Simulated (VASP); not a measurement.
Level of theory: r2SCAN+rVV10, VASP's PBE PAW potentials (set 64) (plane waves; VASP).

VASP input:

### POSCAR
```
Ta
1.0
 -1.6495688096   1.6495688096   1.6495688096
  1.6495688096  -1.6495688096   1.6495688096
  1.6495688096   1.6495688096  -1.6495688096
Ta
1
Cartesian
  0.0000000000   0.0000000000   0.0000000000
```

INCAR:
```
# general
SYSTEM    =  Ta
PREC      =  Accurate
ENCUT     =  520   # plane-wave cut-off (eV)
LREAL     =  F
LASPH     =  T

# electronic loop
EDIFF     =  1E-7   # SCF stop (eV)
NELM      =  100   # most electronic steps
ALGO      =  Normal
LMAXMIX   =  6   # l cut-off of mixed one-centre charges
LMIXTAU   =  T

# smearing
ISMEAR    =  -5   # tetrahedra, Bloechl

# functional
METAGGA   =  R2SCAN
LUSE_VDW  =  T
BPARAM    =  11.95
CPARAM    =  0.0093

# ions
ISIF      =  2

# output
LWAVE     =  F
LCHARG    =  F
LORBIT    =  11   # lm-projected
NEDOS     =  601
```

### KPOINTS_OPT
```
k-points along high-symmetry lines
10
Line-mode
Reciprocal
  0.000000   0.000000   0.000000 ! GAMMA
  0.500000  -0.500000   0.500000 ! H

  0.500000  -0.500000   0.500000 ! H
  0.000000  -0.000000   0.500000 ! N

  0.000000  -0.000000   0.500000 ! N
  0.000000   0.000000   0.000000 ! GAMMA

  0.000000   0.000000   0.000000 ! GAMMA
  0.250000   0.250000   0.250000 ! P

  0.250000   0.250000   0.250000 ! P
  0.500000  -0.500000   0.500000 ! H

  0.250000   0.250000   0.250000 ! P
  0.000000  -0.000000   0.500000 ! N
```

KPOINTS:
```
Automatic
0
Gamma
  17 17 17
```

POTCAR, in this order: Ta_pv (PBE.64 set). Program: vasp_std.

Unless said otherwise, spin-orbit coupling is left out, though it shifts the bands of the heavy elements here.

### Question
What does the run give for the energy per atom (σ→0), band gap (over mesh and band path)?

### Answer

```json
{
 "energy per atom (σ→0)": "-48.408 eV/atom",
 "band gap (over mesh and band path)": "none (metal, semimetal or under 0.01 eV)"
}
```

**OSZICAR**
```
...
DAV:  17    -0.484077571652E+02    0.18252E-05   -0.63427E-07  3062   0.112E-02    0.120E-03
DAV:  18    -0.484077580134E+02   -0.84816E-06   -0.20077E-08  1515   0.208E-03    0.104E-03
DAV:  19    -0.484077573349E+02    0.67853E-06   -0.15188E-08  1502   0.208E-03    0.319E-04
DAV:  20    -0.484077576216E+02   -0.28669E-06   -0.26641E-09  1500   0.794E-04    0.165E-04
DAV:  21    -0.484077577512E+02   -0.12966E-06   -0.53738E-10  1500   0.416E-04    0.145E-04
DAV:  22    -0.484077577241E+02    0.27135E-07   -0.67847E-10  1497   0.347E-04
   1 F= -.48407758E+02 E0= -.48407758E+02  d E =0.000000E+00
       N       E                     dE             ncg
```

The compound is Ta in the bcc structure. It was relaxed first.
